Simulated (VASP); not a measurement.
# Si2W: vibrations by finite differences with PBE

The system is Si2W.

```
Si W
1.0
    -1.61479    1.61479    3.93374
     1.61479   -1.61479    3.93374
     1.61479    1.61479   -3.93374
Si W
2 1
Direct
  0.33454 0.33454 0.00000
  0.66546 0.66546 0.00000
  0.00000 0.00000 0.00000
```

```json
{"Program": "VASP 6.6.1", "Task": "vibrations by finite differences", "Functional": "PBE", "Potentials or basis": "VASP PAW PBE potentials, release 64 (Si, W_sv)", "Cutoff": "520 eV", "k mesh": "26 × 26 × 26", "Occupations": "gaussian, width 0.1 eV", "Spin": "no spin polarisation", "Ions in elastic constants": "relaxed", "Further INCAR settings": "ALGO = Normal; EDIFF = 1e-08; NBANDS = 18; IBRION = 6; POTIM = 0.015; NSW = 1; ISIF = 3"}
```

```yaml
Voigt_bulk_modulus: 219 GPa
Highest_phonon_frequency_at_Γ: 437 cm⁻¹
```

Phonon frequencies in cm⁻¹ (negative: imaginary):
| q point | frequencies |
| --- | --- |
| (0.000, 0.000, 0.000) | 0 0 0 252 252 297 329 329 437 |

Elastic tensor in Voigt notation (GPa, in the Cartesian axes of the cell as first typed):
```
421 115  93   0   0   0
115 421  93   0   0   0
 93  93 529   0   0   0
  0   0   0 199   0   0
  0   0   0   0 199   0
  0   0   0   0   0 200
```

Clamped-ion elastic tensor (GPa):
```
423 117  96   0   0   0
117 423  96   0   0   0
 96  96 532   0   0   0
  0   0   0 201   0   0
  0   0   0   0 201   0
  0   0   0   0   0 200
```

Wall time 2.3 h on 4 MPI ranks on AMD EPYC 9R14 (Zen 4), with other jobs on the host, peak memory 4.4 GiB a rank.

Spin-orbit coupling is left out, which matters for the levels of W.
